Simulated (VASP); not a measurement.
# GaP: GW quasiparticle gap, part 3 of 7

Aim: the quasiparticle gap of GaP, and what it costs to get it. The cell is of the zinc-blende type, one of the forms listed for this formula. The start is a cell from a database of measured crystal structures.

VASP 6.6.1, plane waves and PAW; the level of theory is named at each step.

So far, gap on the k-mesh (eV): step 3 (empty bands, functional PBE) 1.65.

## 4. evGW0 (continued)

Level of this step: evGW0 on PBE; plane waves and PAW (Ga_d_GW, P_GW) (VASP).

Parts of OUTCAR (step 4):

```text
The static configuration has the point symmetry T_d .

 Found     16 irreducible k-points:

   k-points           NKPTS =     16   k-points in BZ     NKDIM =    216   number of bands    NBANDS=    224

   NELECT =      18.0000    total number of electrons

 E-fermi :   5.1885

 QP shifts <psi_nk| G(iteration)W_0 |psi_nk>: iteration 1
 for sc-GW calculations column KS-energies equals QP-energies in previous step
 and V_xc(KS)=  KS-energies - (<T + V_ion + V_H > + <T+V_H+V_ion>^1  + <V_x>^1)
 k-point   1 :       0.0000    0.0000    0.0000
  band No.  KS-energies  QP-energies   sigma(KS)   V_xc(KS)     V^pw_x(r,r')   Z            occupation Imag(sigma)
    ...
      6      -8.1293      -8.6705     -12.2130     -11.3657     -18.6847       0.6387       2.0000       0.9433
      7       4.3650       3.7253     -13.4517     -12.6105     -14.3547       0.7606       2.0000       0.0107
      8       4.3650       3.7253     -13.4517     -12.6105     -14.3547       0.7606       2.0000       0.0107
      9       4.3650       3.7253     -13.4517     -12.6105     -14.3547       0.7606       2.0000       0.0107
     10       6.1861       6.4439     -11.2939     -11.6286      -7.1651       0.7703       0.0000      -0.1122
     11       8.2449       8.3864     -10.3045     -10.4894      -5.9230       0.7652       0.0000      -0.0975
     12       8.2449       8.3864     -10.3045     -10.4894      -5.9230       0.7652       0.0000      -0.0975
     13       8.2449       8.3864     -10.3045     -10.4894      -5.9230       0.7652       0.0000      -0.0975
    ...

 k-point   2 :       0.1667    0.0000    0.0000
  band No.  KS-energies  QP-energies   sigma(KS)   V_xc(KS)     V^pw_x(r,r')   Z            occupation Imag(sigma)
    ...
      6      -7.7733      -8.3463     -12.4351     -11.5539     -18.8044       0.6502       2.0000       0.9065
      7       1.9759       1.3346     -12.7679     -11.9046     -14.3439       0.7429       2.0000       0.0188
      8       3.9940       3.3408     -13.2305     -12.3719     -14.2198       0.7608       2.0000       0.0121
      9       3.9940       3.3408     -13.2305     -12.3719     -14.2198       0.7608       2.0000       0.0121
     10       6.7746       6.9861     -10.8600     -11.1354      -6.7128       0.7684       0.0000      -0.1057
     11       8.7936       8.9450     -10.4703     -10.6697      -5.9183       0.7591       0.0000      -0.1056
     12       8.7936       8.9450     -10.4703     -10.6697      -5.9183       0.7591       0.0000      -0.1056
     13       9.3895       9.5069     -10.8528     -11.0088      -6.1464       0.7521       0.0000      -0.1201
    ...

 k-point   3 :       0.3333    0.0000    0.0000
  band No.  KS-energies  QP-energies   sigma(KS)   V_xc(KS)     V^pw_x(r,r')   Z            occupation Imag(sigma)
    ...
      6      -6.8267      -7.4411     -12.9043     -11.9842     -18.9774       0.6676       2.0000       0.8090
      7      -0.8448      -1.5244     -12.2361     -11.2800     -15.1885       0.7108       2.0000       0.1244
      8       3.4580       2.7780     -13.0436     -12.1442     -14.2290       0.7561       2.0000       0.0157
      9       3.4580       2.7780     -13.0436     -12.1442     -14.2290       0.7561       2.0000       0.0157
     10       6.2599       6.4362     -10.6284     -10.8563      -6.6479       0.7734       0.0000      -0.1073
     11       9.1700       9.3114     -10.2484     -10.4352      -5.5964       0.7572       0.0000      -0.1146
     12       9.1700       9.3114     -10.2484     -10.4352      -5.5964       0.7572       0.0000      -0.1146
     13      11.9614      12.0020     -10.3649     -10.4200      -4.7456       0.7360       0.0000      -0.2297
    ...

 QP shifts <psi_nk| G(iteration)W_0 |psi_nk>: iteration 2
 k-point   1 :       0.0000    0.0000    0.0000
  band No. old QP-enery  QP-energies   sigma(KS)   T+V_ion+V_H  V^pw_x(r,r')   Z            occupation Imag(sigma)
    ...
      6      -8.6705      -8.8908     -12.2504       3.2364     -18.6847       0.6416       2.0000       0.9179
      7       3.7253       3.6134     -13.3971      16.9756     -14.3547       0.7620       2.0000       0.0119
      8       3.7253       3.6134     -13.3971      16.9756     -14.3547       0.7620       2.0000       0.0119
      9       3.7253       3.6134     -13.3971      16.9756     -14.3547       0.7620       2.0000       0.0119
     10       6.4439       6.4459     -11.3681      17.8147      -7.1651       0.7702       0.0000      -0.1143
     11       8.3864       8.3884     -10.3453      18.7344      -5.9230       0.7657       0.0000      -0.0983
     12       8.3864       8.3884     -10.3453      18.7344      -5.9230       0.7657       0.0000      -0.0983
     13       8.3864       8.3884     -10.3453      18.7344      -5.9230       0.7657       0.0000      -0.0983
    ...

 QP shifts <psi_nk| G(iteration)W_0 |psi_nk>: iteration 3
 k-point   1 :       0.0000    0.0000    0.0000
  band No. old QP-enery  QP-energies   sigma(KS)   T+V_ion+V_H  V^pw_x(r,r')   Z            occupation Imag(sigma)
    ...
      6      -8.8908      -8.9583     -12.2326       3.2364     -18.6847       0.6403       2.0000       0.9264
      7       3.6134       3.5901     -13.3927      16.9756     -14.3547       0.7627       2.0000       0.0118
      8       3.6134       3.5901     -13.3927      16.9756     -14.3547       0.7627       2.0000       0.0118
      9       3.6134       3.5901     -13.3927      16.9756     -14.3547       0.7627       2.0000       0.0118
     10       6.4459       6.4398     -11.3767      17.8147      -7.1651       0.7706       0.0000      -0.1151
     11       8.3884       8.3849     -10.3505      18.7344      -5.9230       0.7673       0.0000      -0.0984
     12       8.3884       8.3849     -10.3505      18.7344      -5.9230       0.7673       0.0000      -0.0984
     13       8.3884       8.3849     -10.3505      18.7344      -5.9230       0.7673       0.0000      -0.0984
    ...

 QP shifts <psi_nk| G(iteration)W_0 |psi_nk>: iteration 4
 k-point   1 :       0.0000    0.0000    0.0000
  band No. old QP-enery  QP-energies   sigma(KS)   T+V_ion+V_H  V^pw_x(r,r')   Z            occupation Imag(sigma)
    ...
      6      -8.9583      -8.9775     -12.2246       3.2364     -18.6847       0.6415       2.0000       0.9307
      7       3.5901       3.5846     -13.3926      16.9756     -14.3547       0.7628       2.0000       0.0117
      8       3.5901       3.5846     -13.3926      16.9756     -14.3547       0.7628       2.0000       0.0117
      9       3.5901       3.5846     -13.3926      16.9756     -14.3547       0.7628       2.0000       0.0117
     10       6.4398       6.4373     -11.3781      17.8147      -7.1651       0.7708       0.0000      -0.1151
     11       8.3849       8.3835     -10.3514      18.7344      -5.9230       0.7673       0.0000      -0.0985
     12       8.3849       8.3835     -10.3514      18.7344      -5.9230       0.7673       0.0000      -0.0985
     13       8.3849       8.3835     -10.3514      18.7344      -5.9230       0.7673       0.0000      -0.0985
    ...

[... 7 parts as in an earlier step ...]

[... 26 further parts left out ...]
```

Numbers from this step:

```yaml
quasiparticle_gap_on_the_mesh: 2.318 eV
smallest_direct_quasiparticle_gap_on_the_mesh: 2.853 eV
gap_of_the_starting_orbitals_on_the_mesh: 1.647 eV
```

QP gap by iteration, by row:

| iteration | gap (eV) | direct gap (eV) |
| --- | --- | --- |
| 1 | 2.206 | 2.719 |
| 2 | 2.298 | 2.833 |
| 3 | 2.315 | 2.85 |
| 4 | 2.318 | 2.853 |

GW takes the gap from 1.647 to 2.318 eV. The last pass still moved it by +3 meV. The mesh misses a band edge: at the starting level the path gave a gap 0.06 eV smaller. Spin-orbit coupling is left out. The value holds for 224 bands, ENCUTGW = 180 eV and this mesh, and isn't shown to be converged in them.

(Continued in part 4 of 7.)

[Lines on the potential files, build, host, timing and source positions are cut from VASP's logs without a mark.]

[Logs are printed without paths, hosts, clocks, repeated set-up lines and the standing remarks that a program may print on its own settings, such as how far it seeks lower states.]

[Hosts, paths, dates, database ids (printed as entryN), source tags and the programs' standing remarks are cut or masked in the printed files.]

[Pressures printed for these runs are not shown converged in the cutoff: they can be off by several GPa and have the wrong sign.]
